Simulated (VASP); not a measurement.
Here is the system:

```
CELL_PARAMETERS angstrom
      3.43784     0.00000     0.00000
      0.00000     3.43784     0.00000
      0.00000     0.00000     3.43784
ATOMIC_POSITIONS crystal
  Si 0.00000 0.00000 0.00000
  Sn 0.50000 0.50000 0.50000
```

Calculation: PBEsol GGA, VASP's PBE PAW potentials (set 64) (plane waves; VASP 6.6.1). Run with 400 eV cut-off, Gaussian smearing of 0.050 eV, potentials Si Sn_d.

Problem. Give the energies of bands 6 to 12 at the high-symmetry points, in eV from the Fermi level.

Solution. 
| band | Γ | X | M | R |
|---|---|---|---|---|
| 6 | -12.47 | -9.24 | -6.57 | -5.03 |
| 7 | -1.07 | -9.21 | -6.46 | -3.97 |
| 8 | -0.58 | 2.25 | -5.33 | -2.02 |
| 9 | -0.58 | 2.25 | -5.33 | -2.02 |
| 10 | -0.58 | 2.97 | 3.17 | -2.02 |
| 11 | 3.44 | 3.10 | 5.74 | -1.93 |
| 12 | 3.44 | 3.10 | 6.42 | -1.93 |

It has no gap at this level: it comes out as a metal or semimetal.

The structure was generated: SiSn was put into the CsCl type type (Pm-3m), which need not be its known phase. It was relaxed first, which changed the volume by +18 %. VASP warned that the highest band is occupied, so more bands are needed.
